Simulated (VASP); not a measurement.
Runs of VASP 6.6.1 on BN. It takes space group P6_3/mmc (No. 194, hexagonal). Conventional cell: a = 2.498 Å, b = 2.498 Å, c = 6.636 Å, α = 90.00°, β = 90.00°, γ = 120.00°. Around N (site symmetry -6m2) lie 3 B at 1.44 Å. B (site symmetry -6m2) is surrounded by 3 N at 1.44 Å. 

| task | level | potentials or basis | k mesh | cutoff (eV) | mesh quality | gap on the mesh (eV) | pressure (GPa) |
| --- | --- | --- | --- | --- | --- | --- | --- |
| band structure | PBE | VASP PAW PBE potentials, release 64 (N_GW, B_GW) | 12 × 12 × 4 | 450 | not flagged | 4.30 | - |
| single point | PBE | VASP PAW PBE potentials, release 64 (N, B) | 3 × 3 × 3 | 520 | coarse | 4.70 | 4.9 |
| band structure | LDA | VASP PAW LDA potentials, release 64 (N, B) | 12 × 12 × 4 | 520 | not flagged | 4.09 | - |
| band structure | r2SCAN | VASP PAW PBE potentials, release 64 (N, B) | 12 × 12 × 4 | 520 | not flagged | (a) | (b) |
| band structure | PBE | VASP PAW PBE potentials, release 64 (N, B) | 12 × 12 × 4 | 520 | not flagged | 4.29 | - |
| band structure | TB-mBJ | VASP PAW PBE potentials, release 64 (N, B) | 12 × 12 × 4 | 520 | not flagged | 6.04 | - |
| dielectric tensor | PBE | VASP PAW PBE potentials, release 64 (N, B) | 12 × 12 × 4 | 520 | not flagged | 4.29 | - |

Alike in all rows: no spin polarisation; cell as given; smearing gaussian 0.02 eV.

**Question.** Fill in the values left out.

**Answer.** (a) 4.89; (b) 1.5.

Caveats: some runs use coarse meshes; this functional lacks dispersion, which binds the layers, so the pressure and a relaxed spacing across them are unreliable (some runs); the PAW data sets were made with another functional, which shifts forces and pressure a little (some runs); the cutoff is under 1.25 times the usual one of these potentials, so pressure, stress and relaxed cells hold a basis-set (Pulay) error (some runs); an odd mesh through Γ misses points on the zone boundary, where band edges often lie (some runs).
